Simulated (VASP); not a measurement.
These are optB86b-vdW, VASP's PBE PAW potentials (set 64) (plane waves; VASP 6.6.1) values and carry that method's errors.

A VASP calculation is set up with these files.

**KPOINTS**
```
Automatic mesh
0
Gamma
14 14 14
0 0 0
```

**POSCAR**
```
Pb
3.5126190
  0.0000000000   0.7071068354   0.7071068354
  0.7071068354   0.0000000000   0.7071068354
  0.7071068354   0.7071068354   0.0000000000
Pb
1
Cart
  0.0000000000   0.0000000000   0.0000000000
```

INCAR:
```
SYSTEM = Pb
PREC = Accurate
ENCUT = 520
EDIFF = 1E-7
NELM = 100
ALGO = Normal
LREAL = .FALSE.
LASPH = .TRUE.
ISMEAR = -5
GGA = MK
PARAM1 = 0.1234
PARAM2 = 1.0
LUSE_VDW = .TRUE.
AGGAC = 0.0
LMAXMIX = 4
LWAVE = .FALSE.
LCHARG = .TRUE.
LORBIT = 11
NEDOS = 601
ISIF = 2
```

POTCAR, in this order: Pb_d (PBE.64 set). Program: vasp_std.

What VASP printed:

**OSZICAR**
```
       N       E                     dE             d eps       ncg     rms          rms(c)
DAV:   1     0.107046137527E+03    0.10705E+03   -0.73969E+03  2320   0.147E+03
DAV:   2     0.418537802321E+01   -0.10286E+03   -0.10089E+03  2333   0.330E+02
DAV:   3    -0.375284915110E+00   -0.45607E+01   -0.45286E+01  2744   0.807E+01
DAV:   4    -0.478652572959E+00   -0.10337E+00   -0.10309E+00  2731   0.132E+01
DAV:   5    -0.483285045523E+00   -0.46325E-02   -0.46278E-02  2901   0.253E+00    0.516E-01
DAV:   6    -0.473730701061E+00    0.95543E-02   -0.15180E-02  2807   0.232E+00    0.244E-01
DAV:   7    -0.471330231857E+00    0.24005E-02   -0.60736E-03  2723   0.139E+00    0.756E-02
DAV:   8    -0.471219017766E+00    0.11121E-03   -0.33034E-04  2772   0.358E-01    0.102E-02
DAV:   9    -0.471215756031E+00    0.32617E-05   -0.10300E-05  2986   0.616E-02    0.474E-03
DAV:  10    -0.471216620185E+00   -0.86415E-06   -0.12188E-06  2498   0.100E-02    0.261E-04
DAV:  11    -0.471216655401E+00   -0.35217E-07   -0.22539E-08  1567   0.180E-03
   1 F= -.47121666E+00 E0= -.47121666E+00  d E =0.000000E+00
```

File OUTCAR:
```
------------------------ aborting loop because EDIFF is reached ----------------------------------------
  FORCE on cell =-STRESS in cart. coord.  units (eV):
  Direction    XX          YY          ZZ          XY          YZ          ZX
  --------------------------------------------------------------------------------------
  Total        0.0496225      0.0496225      0.0496225      0.0000000      0.0000000     -0.0000000
  in kB        2.5942425      2.5942425      2.5942425      0.0000000      0.0000000     -0.0000000
  external PRESSURE =       2.5942425 kB  Pullay stress =       0.0000000 kB
  volume of cell :       30.65
      direct lattice vectors                 reciprocal lattice vectors
     0.000000000  2.483796905  2.483796905    -0.201304704  0.201304704  0.201304704
     2.483796905  0.000000000  2.483796905     0.201304704 -0.201304704  0.201304704
     2.483796905  2.483796905  0.000000000     0.201304704  0.201304704 -0.201304704
 POSITION                                       TOTAL-FORCE (eV/Angst)
 -----------------------------------------------------------------------------------
      0.00000      0.00000      0.00000         0.000000      0.000000      0.000000
 -----------------------------------------------------------------------------------
    total drift:                               -0.000000     -0.000000     -0.000000
  FREE ENERGIE OF THE ION-ELECTRON SYSTEM (eV)
  ---------------------------------------------------
  free  energy   TOTEN  =        -0.4712166554 eV

  energy  without entropy=       -0.4712166554  energy(sigma->0) =       -0.47121666

 total charge

# of ion       s       p       d       tot
------------------------------------------
    1        1.398   0.746   9.806  11.951
```
(Selected blocks of OUTCAR.)

For a metal the tetrahedron method with Blöchl corrections gives inexact stress and forces.

The compound is Pb in the fcc structure. It was relaxed first.
